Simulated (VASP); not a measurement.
Computed with PBE GGA with D4 dispersion, VASP's PBE PAW potentials (set 64) (plane waves; VASP).

The input files of a VASP run:

### KPOINTS
```
Automatic
0
G
 17 17 17
0 0 0
```

**POSCAR**
```
Cu
1
    0.0000000000     1.7523654986     1.7523654986
    1.7523654986     0.0000000000     1.7523654986
    1.7523654986     1.7523654986     0.0000000000
Cu
1
Direct
  0.0000000000   0.0000000000   0.0000000000
```

**INCAR**
```
# general
SYSTEM   =  Cu
PREC     =  Accurate
ENCUT    =  520
LREAL    =  .FALSE.
LASPH    =  .TRUE.

# electronic loop
EDIFF    =  1E-7
NELM     =  100
ALGO     =  Normal
LMAXMIX  =  4

# smearing
ISMEAR   =  1
SIGMA    =  0.1

# functional
GGA      =  PE
IVDW     =  13

# ions
ISIF     =  2

# output
LWAVE    =  .FALSE.
LCHARG   =  .FALSE.
```

POTCAR, in this order: Cu (PBE.64 set). Program: vasp_std.

The run wrote:

OSZICAR:
```
       N       E                     dE             d eps       ncg     rms          rms(c)
DAV:   1     0.353667964825E+02    0.35367E+02   -0.57312E+03  3050   0.213E+03
DAV:   2    -0.416118618380E+01   -0.39528E+02   -0.37588E+02  2991   0.198E+02
DAV:   3    -0.459230951102E+01   -0.43112E+00   -0.43048E+00  3526   0.295E+01
DAV:   4    -0.459522258601E+01   -0.29131E-02   -0.29127E-02  3641   0.216E+00
DAV:   5    -0.459525095947E+01   -0.28373E-04   -0.28373E-04  3534   0.180E-01    0.779E+00
DAV:   6    -0.396368615732E+01    0.63156E+00   -0.15331E+01  3113   0.939E+01    0.331E+00
DAV:   7    -0.367436387881E+01    0.28932E+00   -0.21616E+00  3163   0.349E+01    0.688E-01
DAV:   8    -0.365927230736E+01    0.15092E-01   -0.60173E-03  4181   0.101E+00    0.228E-01
DAV:   9    -0.365833619733E+01    0.93611E-03   -0.61959E-03  3291   0.174E+00    0.284E-02
DAV:  10    -0.365834154599E+01   -0.53487E-05   -0.25762E-05  4336   0.979E-02    0.106E-02
DAV:  11    -0.365833910970E+01    0.24363E-05   -0.25781E-06  3302   0.368E-02    0.242E-04
DAV:  12    -0.365833925101E+01   -0.14131E-06   -0.12667E-08  1956   0.149E-03    0.132E-04
DAV:  13    -0.365833927332E+01   -0.22312E-07   -0.29988E-09  1671   0.682E-04
   1 F= -.42689454E+01 E0= -.42689446E+01  d E =-.223683E-05
```

OUTCAR:
```
------------------------ aborting loop because EDIFF is reached ----------------------------------------
  Edisp (eV):   -0.61061
  FORCE on cell =-STRESS in cart. coord.  units (eV):
  Direction    XX          YY          ZZ          XY          YZ          ZX
  --------------------------------------------------------------------------------------
  Total       0.76041     0.76041     0.76041     0.00000    -0.00000     0.00000
  in kB     113.20250   113.20250   113.20250     0.00000    -0.00000     0.00000
  external pressure =      113.20 kB  Pullay stress =        0.00 kB
  volume of cell :       10.76
      direct lattice vectors                 reciprocal lattice vectors
     0.000000000  1.752365499  1.752365499    -0.285328603  0.285328603  0.285328603
     1.752365499  0.000000000  1.752365499     0.285328603 -0.285328603  0.285328603
     1.752365499  1.752365499  0.000000000     0.285328603  0.285328603 -0.285328603
 POSITION                                       TOTAL-FORCE (eV/Angst)
 -----------------------------------------------------------------------------------
      0.00000      0.00000      0.00000         0.000000      0.000000      0.000000
 -----------------------------------------------------------------------------------
    total drift:                                0.000000     -0.000000      0.000000
  FREE ENERGIE OF THE ION-ELECTRON SYSTEM (eV)
  ---------------------------------------------------
  free  energy   TOTEN  =        -4.2689453647 eV

  energy  without entropy=       -4.2689431279  energy(sigma->0) =       -4.26894462
```
(Selected blocks of OUTCAR.)

The compound is Cu in the fcc structure. This cell is one point of a volume scan, at 0.94 of the reference volume.
